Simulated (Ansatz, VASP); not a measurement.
# One calculation of GaGe2, two programs

```
CELL_PARAMETERS angstrom
4.52982 0.00000 0.00000
0.00000 4.52982 0.00000
0.00000 0.00000 6.27646
ATOMIC_POSITIONS crystal
Ga 0.00000 0.00000 0.00000
Ga 0.50000 0.50000 0.50000
Ge 0.00000 0.50000 0.24235
Ge 0.00000 0.50000 0.74235
Ge 0.50000 0.00000 0.25765
Ge 0.50000 0.00000 0.75765
```

Alike in both runs: functional PBE; k mesh 4 × 4 × 4; occupations gaussian, width 0.1 eV; no spin polarisation.

Ansatz relaxed the structure, and its values are those at the end. VASP's run is a single point on that final structure, the one shown.

```csv
,VASP,Ansatz
version,VASP 6.6.1,Ansatz 0.2.0
potentials or method,"VASP PAW PBE potentials, release 64 (Ga_d, Ge_d)","scalar-relativistic, plane waves, PAW"
plane-wave cutoff (eV),520,420
valence electrons in the cell,82,82
```

|  | VASP | Ansatz | Ansatz less VASP |
| --- | --- | --- | --- |
| gap on the k mesh at the Fermi level (eV) | none | none | - |
| pressure (GPa) | 0.1 | 0.1 | -0.04 |
| rms of the force components (eV/Å) | 0.009 | 0.009 | -0.0002 |

A gap of «none» marks a metal or a gap that the smearing closes. With one functional, cell and mesh, what is left measures potentials, basis and numerics.
